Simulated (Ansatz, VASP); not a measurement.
**CdBr3 in VASP and in Ansatz**

Contents of INCAR:

```
SYSTEM = CdBr3
ALGO = Normal
EDIFF = 1E-7
ENCUT = 520
GGA = PE
ISIF = 2
ISMEAR = 0
LASPH = .TRUE.
LCHARG = .TRUE.
LELF = .TRUE.
LREAL = .FALSE.
LVHAR = .TRUE.
LWAVE = .FALSE.
NBANDS = 24
NELM = 100
PREC = Accurate
SIGMA = 0.1
```

The input KPOINTS:

```
k-points
0
G
  4 4 4
  0 0 0
```

POSCAR

```
CdBr3
1.0
    4.7951821729      0.0000000000      0.0000000000
    0.0000000000      4.7951821729      0.0000000000
    0.0000000000      0.0000000000      4.7951821729
Cd Br
1 3
Direct
    0.0000000000      0.0000000000      0.0000000000
    0.0000000000      0.5000000000      0.5000000000
    0.5000000000      0.0000000000      0.5000000000
    0.5000000000      0.5000000000      0.0000000000
```

Input for Ansatz:

```yaml
crystal:
  lattice:
    - [4.7951821729, 0.0, 0.0]
    - [0.0, 4.7951821729, 0.0]
    - [0.0, 0.0, 4.7951821729]
  atoms:
    - { symbol: Cd, position: [0.0, 0.0, 0.0] }
    - { symbol: Br, position: [0.0, 0.5, 0.5] }
    - { symbol: Br, position: [0.5, 0.0, 0.5] }
    - { symbol: Br, position: [0.5, 0.5, 0.0] }
basis:
  ecutwfc: 420
kpoints:
  mp_grid: { grid: [4, 4, 4] }
hamiltonian:
  xc: pbe
scf:
  occupations: { method: gaussian, width: 0.1 }
  lower_state_search: "off"
output:
  forces: true
  stress: true
  eigenvalues: true
```

Alike in both runs: task single point; functional PBE; k mesh 4 × 4 × 4; occupations gaussian, width 0.1 eV; no spin polarisation.

```csv
,VASP,Ansatz
version,VASP 6.6.1,Ansatz 0.2.0
potentials or method,"VASP PAW PBE potentials, release 64 (Cd, Br)","scalar-relativistic, plane waves, PAW"
plane-wave cutoff (eV),520,420
valence electrons in the cell,33,41
```

```csv
,VASP,Ansatz,Ansatz less VASP
gap on the k mesh at the Fermi level (eV),none,none,-
pressure (GPa),-0.6,-0.7,-0.05
```

A gap of «none» marks a metal or a gap that the smearing closes. The two sets of potentials don't hold the same shells in valence.

Caveats: an odd number of electrons without spin polarisation forces a metal; a magnetic or distorted state may lie lower.
